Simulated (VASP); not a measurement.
Method: PBE GGA, VASP's PBE PAW potentials (set 64) (plane waves; VASP).

A VASP calculation is set up with these files.

### POSCAR
```
Li2S
1
    0.0000000000     2.7571117584     2.7571117584
    2.7571117584     0.0000000000     2.7571117584
    2.7571117584     2.7571117584     0.0000000000
Li S
2 1
Direct
  0.2500000000   0.2500000000   0.2500000000
  0.7500000000   0.7500000000   0.7500000000
  0.0000000000   0.0000000000   0.0000000000
```

### KPOINTS
```
Automatic
0
G
 7 7 7
0 0 0
```

### INCAR
```
! general
SYSTEM  = Li2S
PREC    = Accurate
ENCUT   = 620   ! plane-wave cut-off (eV)
LREAL   = .FALSE.   ! projection in real space or not
LASPH   = .TRUE.   ! aspherical one-centre terms

! electronic loop
EDIFF   = 1E-6   ! SCF stop (eV)
NELM    = 100
ALGO    = Normal   ! blocked Davidson

! smearing
ISMEAR  = 0
SIGMA   = 0.05   ! width (eV)

! functional
GGA     = PE

! ions
IBRION  = 2   ! conjugate gradients
NSW     = 40
ISIF    = 3   ! ions, shape and volume
EDIFFG  = -0.02   ! ionic stop
PSTRESS = 100

! output
LWAVE   = .FALSE.
LCHARG  = .FALSE.
```

POTCAR, in this order: Li_sv S (PBE.64 set). Program: vasp_std.

Problem. What will the output report for the number of irreducible k-points (NKPTS), largest plane-wave count, number of space-group operations, FFT grid (NGX, NGY, NGZ)?

Solution. 
- number of irreducible k-points (NKPTS): 20
- largest plane-wave count: 1483
- number of space-group operations: 48
- FFT grid (NGX, NGY, NGZ): 32 × 32 × 32

The compound is Li2S in the antifluorite structure. This run relaxes it under an external pressure of 10 GPa. Symmetry was kept, so distortions that lower it aren't found.
